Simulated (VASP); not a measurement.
Given:

```yaml
crystal:
  lattice:
    - [0.00000, 2.43039, 2.43039]
    - [2.43039, 0.00000, 2.43039]
    - [2.43039, 2.43039, 0.00000]
  atoms:
    - { symbol: Be, position: [0.00000, 0.00000, 0.00000] }
    - { symbol: S, position: [0.25000, 0.25000, 0.25000] }
```

These are rev-vdW-DF2, VASP's PBE PAW potentials (set 64) (plane waves; VASP 6.6.1) values and carry that method's errors. Numerical set-up: 520 eV cut-off, 10×10×10 Γ-centred mesh, tetrahedra with Blöchl corrections, potentials Be S.

Tabulate the total density of states (states/eV per cell) against energy (eV; zero at the valence-band maximum or, without a gap, the Fermi level).

```
E (eV) | DOS (states/eV)
    -9.95 |  0.00
    -9.47 |  0.00
    -9.11 |  0.00
    -8.63 |  0.00
    -8.27 |  0.00
    -7.79 |  0.00
    -7.43 |  0.00
    -6.95 |  0.00
    -6.59 |  0.00
    -6.11 |  0.00
    -5.75 |  0.00
    -5.27 | ####### 0.50
    -4.91 | ############# 0.96
    -4.43 | ################## 1.32
    -4.07 | ####### 0.48
    -3.59 | ############## 1.02
    -3.23 | ############## 1.00
    -2.75 | ################## 1.30
    -2.39 | ###################### 1.64
    -1.91 | ###################### 1.59
    -1.55 | ##################### 1.53
    -1.07 | ################### 1.36
    -0.71 | ########## 0.74
    -0.23 | #### 0.27
     0.13 |  0.00
     0.61 |  0.00
     0.97 |  0.00
     1.45 |  0.00
     1.81 |  0.00
     2.29 |  0.00
     2.65 |  0.00
     3.13 |  0.00
     3.49 | # 0.09
     3.97 | ### 0.22
     4.33 | #### 0.32
     4.81 | ####### 0.52
     5.17 | ########## 0.77
     5.65 | ############################## 2.19
     6.01 | ##################### 1.50
     6.49 | ########### 0.83
```
Within 2 eV below the valence-band maximum the largest weight inside VASP's projection spheres is S p, then Be p.

The compound is BeS in the zinc blende structure. It was relaxed first.
